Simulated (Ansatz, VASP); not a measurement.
CuTe in VASP and in Ansatz

Contents of INCAR:

```
PREC = Accurate
ENCUT = 520
EDIFF = 1E-7
ISMEAR = 0
SIGMA = 0.05
LREAL = F
LASPH = T
NELM = 150
ALGO = Normal
ISIF = 2
LWAVE = F
LCHARG = F
LMAXMIX = 4
LDAU = T
LDAUTYPE = 2
LDAUL = 2 -1
LDAUU = 4 0
LDAUJ = 0 0
LDAUPRINT = 1
GGA = CA
NBANDS = 16
```

KPOINTS

```
regular mesh
0
Gamma
  6 6 5
```

Contents of POSCAR:

```
CuTe
1.0
    3.8616632900      0.0000000000      0.0000000000
   -1.9308316500      3.3442985100      0.0000000000
    0.0000000000      0.0000000000      3.7687920500
Cu Te
1 1
Direct
    0.0000000000      0.0000000000      0.0000000000
    0.6666666667      0.3333333333      0.5000000000
```

Input for Ansatz:

```yaml
crystal:
  lattice:
    - [3.86166329, 0.0, 0.0]
    - [-1.93083165, 3.34429851, 0.0]
    - [0.0, 0.0, 3.76879205]
  atoms:
    - { symbol: Cu, position: [0.0, 0.0, 0.0] }
    - { symbol: Te, position: [0.6666666667, 0.3333333333, 0.5] }
basis:
  ecutwfc: 420
  ecutrho_ratio: 4
kpoints:
  mp_grid: { grid: [6, 6, 5] }
hamiltonian:
  xc: lda
  hubbard: { sites: [{ site: 0, l: d, u_eff: 4.0 }] }
scf:
  occupations: { method: gaussian, width: 0.05 }
  lower_state_search: "off"
  max_iter: 150
output:
  forces: true
  stress: true
  eigenvalues: true
  populations: true
  hubbard: { sites: [{ site: 0, l: d }] }
```

Alike in both runs: task single point; functional LDA; k mesh 6 × 6 × 5; occupations gaussian, width 0.05 eV; no spin polarisation; Hubbard terms Cu d U = 4.0 eV.

|  | VASP | Ansatz |
| --- | --- | --- |
| version | VASP 6.6.1 | Ansatz 0.2.0 |
| potentials or method | VASP PAW LDA potentials, release 64 (Cu, Te) | scalar-relativistic, plane waves, PAW |
| plane-wave cutoff (eV) | 520 | 420 |
| valence electrons in the cell | 17 | 35 |

VASP gave:

| Item | Value |
| --- | --- |
| gap on the k mesh at the Fermi level (eV) | none |
| pressure (GPa) | -10.4 |
| largest component of the traceless stress (GPa) | 3.78 |

Task: Which values does Ansatz return?

Result: gap on the k mesh at the Fermi level (eV): none; pressure (GPa): -10.2; largest component of the traceless stress (GPa): 3.64.

The programs project onto different local orbitals, so the same U acts differently. A gap of «none» marks a metal or a gap that the smearing closes. The two sets of potentials don't hold the same shells in valence. Ansatz warned: «filled_band_counts_differ_across_k_points».

Caveats: U without spin polarisation on a metal has little footing; the U is typed as a test and isn't derived for this compound. Spin-orbit coupling is left out, which matters for the levels of Te.
